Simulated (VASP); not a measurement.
Output of a VASP run:

OSZICAR:
```
       N       E                     dE             d eps       ncg     rms          rms(c)
DAV:   1     0.227841084002E+03    0.22784E+03   -0.11983E+04 18976   0.157E+03
DAV:   2     0.951325684242E+01   -0.21833E+03   -0.21710E+03 19856   0.453E+02
DAV:   3    -0.167342567290E+02   -0.26248E+02   -0.26045E+02 37208   0.129E+02
DAV:   4    -0.178596965139E+02   -0.11254E+01   -0.11247E+01 19592   0.274E+01
DAV:   5    -0.179227207385E+02   -0.63024E-01   -0.63022E-01 31720   0.451E+00    0.112E+01
DAV:   6    -0.155986840409E+02    0.23240E+01   -0.92914E+00 22544   0.341E+01    0.266E+00
DAV:   7    -0.155819572004E+02    0.16727E-01   -0.76993E-01 28352   0.709E+00    0.197E+00
DAV:   8    -0.155990928670E+02   -0.17136E-01   -0.19856E-01 22952   0.599E+00    0.647E-01
DAV:   9    -0.155899207166E+02    0.91722E-02   -0.57194E-02 23176   0.253E+00    0.548E-02
DAV:  10    -0.155900399521E+02   -0.11924E-03   -0.17168E-03 26368   0.403E-01    0.599E-02
DAV:  11    -0.155900368860E+02    0.30661E-05   -0.14272E-04 25664   0.142E-01    0.502E-02
DAV:  12    -0.155900650198E+02   -0.28134E-04   -0.89382E-05 21256   0.104E-01    0.112E-02
DAV:  13    -0.155900602965E+02    0.47232E-05   -0.17663E-05 25672   0.340E-02    0.291E-03
DAV:  14    -0.155900600369E+02    0.25964E-06   -0.53294E-07 12472   0.106E-02
   1 F= -.15590060E+02 E0= -.15590188E+02  d E =0.384614E-03
```

File OUTCAR:
```
------------------------ aborting loop because EDIFF is reached ----------------------------------------
  FORCE on cell =-STRESS in cart. coord.  units (eV):
  Direction    XX          YY          ZZ          XY          YZ          ZX
  --------------------------------------------------------------------------------------
  Total       -1.8343617     -1.8344068     -1.9479051      0.0000016     -0.0000042     -0.0000080
  in kB      -78.5189706    -78.5208997    -83.3791432      0.0000673     -0.0001804     -0.0003411
  external PRESSURE =     -80.1396712 kB  Pullay stress =       0.0000000 kB
  volume of cell :       37.43
      direct lattice vectors                 reciprocal lattice vectors
     1.504500000 -2.605870000  0.000000000     0.332336324 -0.191874499  0.000000000
     1.504500000  2.605870000  0.000000000     0.332336324  0.191874499  0.000000000
     0.000000000  0.000000000  4.773600000     0.000000000  0.000000000  0.209485504
 POSITION                                       TOTAL-FORCE (eV/Angst)
 -----------------------------------------------------------------------------------
      1.50450      0.86863      1.19340        -0.000002     -0.000004     -0.000001
      1.50450     -0.86863      3.58020         0.000002      0.000004      0.000001
 -----------------------------------------------------------------------------------
    total drift:                               -0.000002      0.000001      0.000000
  FREE ENERGIE OF THE ION-ELECTRON SYSTEM (eV)
  ---------------------------------------------------
  free  energy   TOTEN  =       -15.5900600369 eV

  energy  without entropy=      -15.5904446506  energy(sigma->0) =      -15.59018824
```
(Selected blocks of OUTCAR.)

POSCAR:
```
Ti
1
    1.5045000000    -2.6058700000     0.0000000000
    1.5045000000     2.6058700000     0.0000000000
    0.0000000000     0.0000000000     4.7736000000
Ti
2
Direct
  0.3333330000   0.6666670000   0.2500000000
  0.6666670000   0.3333330000   0.7500000000
```

### Question
Reconstruct the remaining input files.

### Answer
This is not unique; one that fits is the input of the run itself, PBE GGA, plane waves, VASP's PBE PAW potentials (set 64).

**KPOINTS**
```
Automatic
0
G
 13 13 7
0 0 0
```

### INCAR
```
! general
SYSTEM   =  Ti
PREC     =  Accurate
ENCUT    =  400
LREAL    =  .FALSE.   ! projection in real space or not
LASPH    =  .TRUE.
ISYM     =  0

! electronic loop
EDIFF    =  1E-6   ! SCF stop (eV)
NELM     =  100
ALGO     =  Normal
LMAXMIX  =  4

! smearing
ISMEAR   =  1
SIGMA    =  0.1   ! width (eV)

! functional
GGA      =  PE   ! PBE

! ions
ISIF     =  2   ! forces and stress, cell fixed

! output
LWAVE    =  .FALSE.
LCHARG   =  .FALSE.
```

POTCAR, in this order: Ti_sv (PBE.64 set). Program: vasp_std.

The compound is Ti in the hcp structure. The cell was not relaxed at this level. The run is one of a series of settings (ISYM = 0 against the base run), some of them coarse on purpose.
